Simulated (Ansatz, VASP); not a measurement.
# CeO2 (Cerianite) in two plane-wave programs, part 2 of 2

One calculation is typed for both programs; each brings its own data sets and cutoff. How far apart do they land? The cell is taken from a series of VASP runs on this material, whose earlier steps may have relaxed, scaled or displaced it; both programs get it as it stands.

VASP 6.6.1 and Ansatz 0.2.0.

So far: Set-up; VASP: relaxation of cell and atoms, PBE, DFT+U.

In doubt: the elements are of a kind flagged for part-filled d or f shells, though by formal charges that shell is empty here, so the flag may not apply; the elements are of a kind flagged for part-filled d or f shells, though by formal charges that shell is empty here, so the flag may not apply.

## Step 3: Ansatz: relaxation of cell and atoms, PBE, DFT+U

Level of this step: Ansatz beside VASP: Kohn-Sham DFT, plane waves, PBE, DFT+U (Ansatz).

Ansatz runs on its default PAW (the set named soft_2) files.

The same cell, functional, mesh and smearing now go to Ansatz, which takes its cutoff from its data sets.

File input.yaml:

```yaml
crystal:
  lattice:
    - [0.0, 2.7532026102, 2.7532026102]
    - [2.7532026102, 0.0, 2.7532026102]
    - [2.7532026102, 2.7532026102, 0.0]
  atoms:
    - { symbol: Ce, position: [0.0, 0.0, 0.0], spin: 1.0 }
    - { symbol: O, position: [0.75, 0.75, 0.75] }
    - { symbol: O, position: [0.25, 0.25, 0.25] }
hamiltonian:
  xc: pbe
  pseudopotentials: { kind: paw }
  hubbard: { sites: [{ species: Ce, l: f, u_eff: 6.0 }] }
magnetization:
  spin_polarized: true
kpoints:
  mp_grid: { grid: [10, 10, 10] }
scf:
  occupations: { method: gaussian, width: 0.03 }
relax:
  f_tol: 0.01
  max_steps: 60
  cell: { stress_tol: 0.05 }
output:
  forces: true
  stress: true
```

Run with:

```
$ ansatz run input.yaml --threads 4 --pin off --max-ram 9216MiB --backend cpu --events-out ev --progress --plain --runs-dir out
```

Numbers of over 12 decimals in the logs are rounded to 6 here.

What it wrote:

```text
Ce: projections on atomic orbitals take those of the free atom [Kr 4d10] 4f1 5s2 5p6 5d1 6s2, of charge +0.00 (hamiltonian.pseudopotentials.projection_atoms); the dataset's partial waves leave at most 1.4e-5 of an orbital's norm unspanned inside its sphere
O: projections on atomic orbitals take those of the free atom [He] 2s2 2p4, of charge +0.00 (hamiltonian.pseudopotentials.projection_atoms); the dataset's partial waves leave at most 1.9e-8 of an orbital's norm unspanned inside its sphere
band count auto-derived: 22, from the close of a first SCF at 17 (N_el = 24.0; filled up to band 12; 17 by the electrons, moments and atoms)
Engine: ansatz 0.2.0, aarch64-unknown-linux-gnu
Pseudopotentials: kind: paw
Pseudopotential: Ce, paw, valence charge 12, recommended cutoff 420 eV (normal), Ce.paw.azcp
Pseudopotential: O, paw, valence charge 6, recommended cutoff 420 eV (normal), O.paw.azcp
Functional definition: PBE
  parameter kappa = 0.804
  parameter beta = 0.066725
  exchange = pbe_x(kappa = kappa, mu = beta*pi^2/3)
  correlation = pbe_c(beta = beta)
Crystal: 3 atoms, lattice volume = 41.739 Å³
Basis set: ecut = 420 eV, 869 PW (Γ), exchange–correlation on 54×54×54 points (8 copies of the dense FFT grid, shifted against one another)
Bands: 17, of which v1, the nominal top of the filled ones, is band 12 counted from 1 (11 counted from 0)
Symmetry: 48 space group operations
Space group: Fm-3m (ITA 225), of the structure as read, at distance tolerance 3.5e-5 Å
Magnetic group: BNS 225.116 (UNI 1618), of the structure as read, at distance tolerance 3.5e-5 Å
k-points: 47 of 1000
Non-local potential: Ce, projectors of the file, l = 0: 3, l = 1: 2, l = 2: 2, l = 3: 3
Non-local potential: O, projectors of the file, l = 0: 2, l = 1: 2, l = 2: 1
PAW form: soft (Blöchl's): semilocal exchange-correlation on the pseudo side does not see the compensation charge
PAW one-centre angular grid: Ce, 590 points (default); XC on 64 Gauss nodes
PAW one-centre angular grid: O, 110 points (default); XC on 64 Gauss nodes
Initial density: superposition of atomic densities (chi_scale 0.1, normalization cell, long waves kept (reshape's long-wave potential 0.00 eV rms))
Starting moments: Σ|m| = 1 μB on 1 of 3 sites
Initial wavefunctions: pseudopotential atomic-orbital guess
Functional: x = pbe(κ = 0.804, μ = 0.219515), c = pbe(β = 0.066725)
SCF iter   1: F=—  HF=-7717.682866 eV  |F-HF|=—  |Δ(HF+E_count)|=         —  Δρ=1.11e-1 (↑1.11e-1 ↓1.09e-1)  dr2=1.17e1  dr2_m=2.18e-1  M=0.000 μB ∫|m|=0.112 μB  β_m=0.30  ethr=3.10e-3  ⟨swp⟩=4.8  Hψ=7394  notcnv=0
preconditioner: auto → none  [insulator: Δε(μ)=5.496 eV  Ē_g=15.473 eV  σ=0.030 eV  W_gap=1.00  n_scr=14 (ndim 8)  ℏωp=27.0 eV  f_vac=0.002  D(μ)=0.00/eV (n_scr^D=0)  ε∞_Penn≈4.0]
SCF iter   2: F=—  HF=-7714.112684 eV  |F-HF|=—  |Δ(HF+E_count)|=    3.57e0  Δρ=6.75e-2 (↑6.03e-2 ↓6.75e-2)  dr2=1.93e0  dr2_m=9.86e-2  M=0.000 μB ∫|m|=0.200 μB  β_m=0.30  ethr=3.10e-3  ⟨swp⟩=5.5  Hψ=5056  notcnv=0  defer=47
SCF iter   3: F=—  HF=-7713.601799 eV  |F-HF|=—  |Δ(HF+E_count)|=   5.11e-1  Δρ=4.07e-2 (↑3.33e-2 ↓4.07e-2)  dr2=4.92e-1  dr2_m=4.93e-2  M=0.000 μB ∫|m|=0.187 μB  β_m=0.30  ethr=3.10e-3  ⟨swp⟩=3.8  Hψ=3854  notcnv=0  defer=48
SCF iter   4: F=—  HF=-7713.501305 eV  |F-HF|=—  |Δ(HF+E_count)|=   1.00e-1  Δρ=1.81e-2 (↑1.21e-2 ↓1.81e-2)  dr2=1.19e-1  dr2_m=2.44e-2  M=0.000 μB ∫|m|=0.189 μB  β_m=0.30  ethr=2.05e-3  ⟨swp⟩=4.3  Hψ=4003  notcnv=0  defer=54
SCF iter   5: F=—  HF=-7713.630762 eV  |F-HF|=—  |Δ(HF+E_count)|=   1.29e-1  Δρ=2.10e-2 (↑2.10e-2 ↓1.46e-2)  dr2=5.67e-1  dr2_m=1.60e-2  M=0.000 μB ∫|m|=0.105 μB  β_m=0.30  ethr=4.97e-4  ⟨swp⟩=6.2  Hψ=4991  notcnv=0  defer=63
SCF iter   6: F=—  HF=-7713.540845 eV  |F-HF|=—  |Δ(HF+E_count)|=   8.99e-2  Δρ=1.01e-2 (↑9.15e-3 ↓1.01e-2)  dr2=1.29e-1  dr2_m=6.51e-3  M=0.000 μB ∫|m|=0.134 μB  β_m=0.30  ethr=4.97e-4  ⟨swp⟩=5.9  Hψ=4667  notcnv=0  defer=61
SCF iter   7: F=—  HF=-7713.557050 eV  |F-HF|=—  |Δ(HF+E_count)|=   1.62e-2  Δρ=1.07e-2 (↑1.07e-2 ↓6.54e-3)  dr2=1.32e-1  dr2_m=4.92e-3  M=0.000 μB ∫|m|=0.086 μB  β_m=0.30  ethr=4.97e-4  ⟨swp⟩=5.5  Hψ=4602  notcnv=0  defer=60
SCF iter   8: F=—  HF=-7713.536326 eV  |F-HF|=—  |Δ(HF+E_count)|=   2.07e-2  Δρ=3.22e-3 (↑2.13e-3 ↓3.22e-3)  dr2=2.44e-3  dr2_m=2.39e-3  M=0.000 μB ∫|m|=0.084 μB  β_m=0.30  ethr=4.97e-4  ⟨swp⟩=4.5  Hψ=3722  notcnv=0  defer=65
SCF iter   9: F=—  HF=-7713.538980 eV  |F-HF|=—  |Δ(HF+E_count)|=   2.65e-3  Δρ=2.17e-3 (↑1.88e-3 ↓2.17e-3)  dr2=1.25e-4  dr2_m=1.55e-3  M=0.000 μB ∫|m|=0.070 μB  β_m=0.30  ethr=1.02e-5  ⟨swp⟩=4.5  Hψ=3590  notcnv=0  defer=72
SCF iter  10: F=—  HF=-7713.540679 eV  |F-HF|=—  |Δ(HF+E_count)|=   1.70e-3  Δρ=1.75e-3 (↑1.55e-3 ↓1.75e-3)  dr2=4.83e-5  dr2_m=1.04e-3  M=0.000 μB ∫|m|=0.059 μB  β_m=0.30  ethr=5.19e-7  ⟨swp⟩=3.9  Hψ=3299  notcnv=0  defer=71
Mixer restart at iter 10: flushing history
spin-set hold released at iteration 10 (site moments contracting): the magnetisation degrees of freedom join the quasi-Newton model from the next iteration; the mixer history was flushed
[...]
SCF iter  13: F=—  HF=-7713.550814 eV  |F-HF|=—  |Δ(HF+E_count)|=   3.00e-4  Δρ=7.23e-4 (↑7.23e-4 ↓2.90e-4)  dr2=1.62e-4  dr2_m=8.24e-5  M=0.000 μB ∫|m|=0.008 μB  β_m=0.60  ethr=1.88e-8  ⟨swp⟩=4.5  Hψ=5472  notcnv=0  defer=68
SCF iter  14: F=—  HF=-7713.550851 eV  |F-HF|=—  |Δ(HF+E_count)|=   3.72e-5  Δρ=2.40e-4 (↑2.40e-4 ↓4.80e-5)  dr2=2.29e-5  dr2_m=6.13e-6  M=0.000 μB ∫|m|=0.003 μB  β_m=0.79  ethr=1.88e-8  ⟨swp⟩=3.2  Hψ=3374  notcnv=0  defer=68
SCF iter  15: F=—  HF=-7713.550856 eV  |F-HF|=—  |Δ(HF+E_count)|=   4.43e-6  Δρ=4.43e-5 (↑4.43e-5 ↓3.23e-5)  dr2=1.48e-6  dr2_m=1.85e-7  M=0.000 μB ∫|m|=0.001 μB  β_m=0.73  ethr=1.88e-8  ⟨swp⟩=3.0  Hψ=2939  notcnv=0  defer=68
SCF iter  16: F=—  HF=-7713.550856 eV  |F-HF|=—  |Δ(HF+E_count)|=   1.02e-7  Δρ=1.84e-5 (↑1.84e-5 ↓8.72e-6)  dr2=1.92e-7  dr2_m=2.32e-8  M=0.000 μB ∫|m|=0.000 μB  β_m=0.83  ethr=6.18e-9  ⟨swp⟩=2.1  Hψ=2770  notcnv=0  defer=67
SCF iter  17: F=-7713.550856 eV  HF=-7713.550856 eV  |F-HF|=4.17e-10  |Δ(HF+E_count)|=   1.28e-7  Δρ=1.53e-6 (↑1.53e-6 ↓8.48e-7)  dr2=1.48e-10  dr2_m=5.21e-10  M=0.000 μB ∫|m|=0.000 μB  ethr=4.17e-10  ⟨swp⟩=3.2  Hψ=3852  notcnv=0
SCF 1, on 17 bands, converged in 17 iterations: F = -7713.550856 eV; the run's SCF on all bands comes behind
iter 1 solved again at ethr=5.99e-8 eV; its pass at ethr=3.10e-3 eV (dr2=1.44e-5 eV) is discarded
SCF iter   1: F=—  HF=-7713.550856 eV  |F-HF|=—  |Δ(HF+E_count)|=         —  Δρ=1.82e-6 (↑1.82e-6 ↓7.38e-7)  dr2=6.03e-10  dr2_m=5.33e-10  M=0.000 μB ∫|m|=0.000 μB  β_m=0.30  ethr=5.99e-8  ⟨swp⟩=4.0  Hψ=16486  notcnv=0
eigensolver tolerance schedule: the retry pair's looser diagonalisation over-reported the residual by 23839.82 of it (diagonalisation noise at 0.85 of the residual, at the tolerance the schedule requests for it); recorded, not acted on — ethr = c·dr2/N_el stays at c = 1.0e-1
iter 2 did not close the SCF: its close was put off for a magnetic moment that had not settled (scf_convergence_deferred on its scf_iter line)
SCF iter   2: F=-7713.550856 eV  HF=-7713.550856 eV  |F-HF|=5.67e-10  |Δ(HF+E_count)|=   5.60e-9  Δρ=1.46e-6 (↑8.65e-7 ↓1.46e-6)  dr2=1.03e-9  dr2_m=3.29e-10  M=0.000 μB ∫|m|=0.000 μB  β_m=0.30  ethr=2.51e-12  ⟨swp⟩=4.5  Hψ=5925  notcnv=0
iter 3 did not close the SCF: its close was put off for a magnetic moment that had not settled (scf_convergence_deferred on its scf_iter line)
SCF iter   3: F=-7713.550856 eV  HF=-7713.550856 eV  |F-HF|=1.16e-10  |Δ(HF+E_count)|=  3.59e-10  Δρ=9.71e-7 (↑9.71e-7 ↓6.60e-7)  dr2=1.25e-10  dr2_m=2.34e-10  M=0.000 μB ∫|m|=0.000 μB  β_m=0.36  ethr=2.51e-12  ⟨swp⟩=1.0  Hψ=5406  notcnv=0
iter 4 did not close the SCF: its close was put off for a magnetic moment that had not settled (scf_convergence_deferred on its scf_iter line)
SCF iter   4: F=-7713.550856 eV  HF=-7713.550856 eV  |F-HF|=1.18e-11  |Δ(HF+E_count)|=  2.42e-10  Δρ=6.90e-7 (↑6.90e-7 ↓2.14e-7)  dr2=9.43e-11  dr2_m=6.97e-11  M=0.000 μB ∫|m|=0.000 μB  β_m=0.36  ethr=1.00e-12  ⟨swp⟩=1.0  Hψ=4841  notcnv=0
SCF iter   5: F=-7713.550856 eV  HF=-7713.550856 eV  |F-HF|=5.09e-11  |Δ(HF+E_count)|=  8.91e-11  Δρ=2.95e-7 (↑2.95e-7 ↓1.46e-7)  dr2=5.94e-11  dr2_m=3.21e-12  M=0.000 μB ∫|m|=0.000 μB  ethr=1.00e-12  ⟨swp⟩=1.0  Hψ=5108  notcnv=0
SCF 2 converged in 5 iterations: F = -7713.550856 eV  dr2 = 5.94e-11
SCF converged after 4 iterations
Magnetization: 0.0000 μB (12.0000 up, 12.0000 down)
Absolute magnetization: 0.0000 μB (∫|ρ↑−ρ↓|, with the PAW one-centre terms)
Spin contamination: 0.0000 ħ² per cell (⟨S²⟩ above its minimum at these occupations)
Per-site moments (μB) at R_I (Å): [(7.226408818153475e-7, 0.977729), (-5.3055812802342e-7, 0.977729), (-5.305581280691423e-7, 0.977729)]
Free energy (F): -7713.550856 eV
Harris-Foulkes:  -7713.550856 eV  (|F-HF|=1.91e-11)
Internal energy: -7713.550856 eV  (E = F + TS)
E sigma→0 (E₀):  -7713.550856 eV
Fermi energy:    12.173258 eV
--- Per-component energies (eV) ---
  E_band       = 16.814419
  E_kinetic    = 746.568047
  E_local      = -937.637292  (includes V_loc(G=0)·N_el)
  E_nonlocal   = 15.649088
  E_hartree    = 333.173098
  E_xc         = -383.644177
  E_vxc        = -452.275650  (∫ρ·V_xc dr)
  E_hubbard    = 1.855250  (on-site DFT+U / exact-exchange correction)
  E_vhub       = 1.705823  (the Hubbard potential's part of the band-sum identity)
  E_paw        = -5779.948088  (= ΣΔE_a)
  E_vpaw       = -23.546668  (= ΣTr[D̂ρ^β])
  E_aug_tail   = 0.004852  (compensation charges beyond the density's cutoff)
  E_ewald      = -1709.571634
  E_smearing   = -0.000000  (= −TS)
  E_closure    = 0.000000  (closes the sum)
  Σ components = -7713.550856   (vs F -7713.550856, Δ=0.00e0)
--- Forces (eV/Å), atoms counted from 1 ---
  atom   1  Ce     0.00000000    -0.00000000     0.00000000
  atom   2  O     -0.00000000    -0.00000000    -0.00000000
  atom   3  O      0.00000000     0.00000000     0.00000000
  max |Σ_I F_I| component: 2.31e-17 eV/Å
--- Stress (GPa, compression-positive) ---
       -0.002673      -0.000000      -0.000000
       -0.000000      -0.002673       0.000000
       -0.000000       0.000000      -0.002673
  P = ⅓ Tr σ = -0.0027 GPa (-0.027 kbar)
--- Band table (eV; the first three rows and the last of 94) ---
  k-point 0 ↑: bands = [... 8 lower, 7.1476, 10.6647, 10.6647, 10.6647, 13.3417, 13.8378, 13.8378, 13.8378, ... 6 higher]
  k-point 1 ↑: bands = [... 8 lower, 7.3976, 10.5384, 10.5955, 10.5955, 13.3534, 13.8274, 13.8274, 13.8384, ... 6 higher]
  k-point 2 ↑: bands = [... 8 lower, 8.0451, 10.2585, 10.4467, 10.4467, 13.3893, 13.7837, 13.7837, 13.8401, ... 6 higher]
  k-point 46 ↓: bands = [... 8 lower, 9.8708, 9.9980, 10.2895, 10.4789, 13.5198, 13.6222, 13.6450, 13.7932, ... 6 higher]
--- Relaxed structure (5 steps of the walk, 5 accepted, 2 SCFs on fresh bases) ---
  F+E_penalty+E_count = -7713.55085584 eV   max|allowed force component| = 9.406e-17 eV/Å   (the final SCF, on the basis selected at the relaxed cell)
  cell:  # Å, volume = 41.0036 Å³
    - [0, 2.736931, 2.736931]
    - [2.736931, 0, 2.736931]
    - [2.736931, 2.736931, 0]
  atoms:
    - { symbol: Ce, position: [0, 0, 0] }
    - { symbol: O, position: [0.750000, 0.750000, 0.750000] }
    - { symbol: O, position: [0.25, 0.25, 0.25] }
```

Run time: 18 s. Hardware: 4 threads of Arm Neoverse V1, shared host; peak memory 0.45 GiB.

## Step 4: Differences

Known differences besides the potentials themselves: U acts on the PAW sphere in VASP and on atomic orbitals in Ansatz, so only states and trends compare; both relaxations stop at a tolerance, which leaves soft axes loose, and VASP keeps its plane-wave basis; the cutoff is 420 eV in Ansatz and 520 eV in VASP; Ansatz adds a Pulay correction to the stress that steers its cell, VASP none. Total energies have different zeros and are not compared.

Compared:

```csv
quantity,Ansatz,VASP,difference
volume (Å³),41.00,41.77,-1.82 %
"edge a after relaxation, in the typed setting (Å)",3.871,3.894,-0.61 %
```

The walks stopped with 0.00 GPa left in Ansatz and 0.00 GPa in VASP; each walk ends within a tolerance, so the volume difference is uncertain by about these residues over the bulk modulus, most in soft cells.

## Step 5: Outcome

- difference in volume (relaxation of cell and atoms, PBE, DFT+U): -1.8 %

The difference in volume is -1.8 % (relaxation of cell and atoms, PBE, DFT+U). How closely two codes agree says nothing of how well the functional describes the real material.

[Lines on the potential files, build, host, timing and source positions are cut from VASP's logs without a mark.]

[Logs are printed without paths, hosts, clocks, repeated set-up lines and the standing remarks that a program may print on its own settings, such as how far it seeks lower states.]

[Hosts, paths, dates, database ids (printed as entryN), source tags and the programs' standing remarks are cut or masked in the printed files.]
